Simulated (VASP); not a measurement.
Given:

```
CELL_PARAMETERS angstrom
      2.81479     0.00000     0.00000
      0.00000     2.81479     0.00000
      0.00000     0.00000     2.81479
ATOMIC_POSITIONS crystal
  Cr 0.00000 0.00000 0.00000
  Cr 0.50000 0.50000 0.50000
```

All values below come from vdW-DF-cx, VASP's PBE PAW potentials (set 64) (plane waves; VASP). Numerical set-up: 520 eV cut-off, Gaussian smearing of 0.050 eV, potentials Cr_pv.

### Question
Give the energies of bands 7 to 15 at the high-symmetry points, in eV from the Fermi level.

### Answer

| band | Γ | X | M | R |
|---|---|---|---|---|
| 7 | -7.96 | -4.00 | -4.60 | -2.40 |
| 8 | -4.52 | -4.00 | -4.60 | -2.40 |
| 9 | -4.52 | -1.91 | -2.58 | -2.40 |
| 10 | -0.96 | -1.91 | -2.58 | -2.40 |
| 11 | -0.96 | -0.42 | 1.20 | -2.40 |
| 12 | -0.96 | -0.42 | 1.20 | -2.40 |
| 13 | 1.20 | -0.42 | 1.26 | 1.62 |
| 14 | 1.20 | -0.42 | 1.26 | 1.62 |
| 15 | 2.58 | 0.71 | 1.56 | 1.62 |

It has no gap at this level: it comes out as a metal or semimetal.

The compound is Cr in the bcc, AFM order structure. It was relaxed first, which changed the volume by -7 %. The run is not spin-polarised, so no magnetic state was tried.
